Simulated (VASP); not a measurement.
Consider the following.

```
CELL_PARAMETERS angstrom
      1.80404     1.04156     4.37769
     -1.80404     1.04156     4.37769
      0.00000    -2.08312     4.37769
ATOMIC_POSITIONS crystal
  In 0.50000 0.50000 0.50000
  Hg 0.00000 0.00000 0.00000
```

All values below come from PBEsol GGA, VASP's PBE PAW potentials (set 64) (plane waves; VASP). Run with 400 eV cut-off, Gaussian smearing of 0.050 eV, potentials In_d Hg.

Unless said otherwise, spin-orbit coupling is left out, though it shifts the bands of the heavy elements here.

Problem. Predict the band gap (along the path) with the smallest direct gap where there is one.

Solution. 
The band gap (along the path) comes out as none (metal, semimetal or under 0.01 eV).

The structure comes from a computed database's InHg entry (R-3m); how it stands against other phases isn't given here. It was relaxed first. The electron count is odd and the run is not spin-polarised, which forces a metal.
